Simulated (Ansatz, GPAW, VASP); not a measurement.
Fitting the PBE energy curve of K3Ge

```
CELL_PARAMETERS angstrom
0.00000 4.31101 4.31101
4.31101 0.00000 4.31101
4.31101 4.31101 0.00000
ATOMIC_POSITIONS crystal
Ge 0.00000 0.00000 0.00000
K 0.50000 0.50000 0.50000
K 0.75000 0.75000 0.75000
K 0.25000 0.25000 0.25000
```

The cell comes from a database or a generator and needn't be the stable form of this composition.

The cell was scaled at fixed shape and fractions and run with Ansatz, Ansatz PAW, cutoff 420 eV; PBE, k mesh 6 × 6 × 6 on the cell of 4 atoms, fermi-dirac occupations of 0.05 eV, no spin polarisation, no spin-orbit coupling. Energies are those that the program minimises, any entropy of the smearing included. For a metal such a mesh isn't converged to the digits shown.

```csv
V (Å³/atom),energy over the lowest row (meV/atom)
37.6561,5.196
38.4573,?
39.2585,0.706
40.0597,0.000
40.8609,0.185
41.6621,1.193
42.4633,2.958
```

**Question.** Fit the third-order Birch-Murnaghan form, give V0, B0 and B′, and predict the energy left open.

**Answer.** With y = (V0/V)^(2/3), E = E0 + (9 V0 B0/16) [(y - 1)³ B′ + (y - 1)² (6 - 4y)]. Least squares through the rows shown give V0 = 40.2833 Å³/atom, E0 = -0.038 meV, B0 = 8.826 GPa (1 eV/Å³ = 160.218 GPa) and B′ = 3.62, with a largest miss of 0.004 meV. At V = 38.4573 the form with these constants gives 2.410 meV; the run gave 2.398 meV an atom. Other set-ups at this level, from all their volumes (Å³/atom, GPa): GPAW, GPAW PAW data sets (gpaw-data 1.2.1): V0 40.264, B0 8.937; VASP, PBE PAW files Ge_d, K_sv, 520 eV: V0 40.373, B0 8.841.
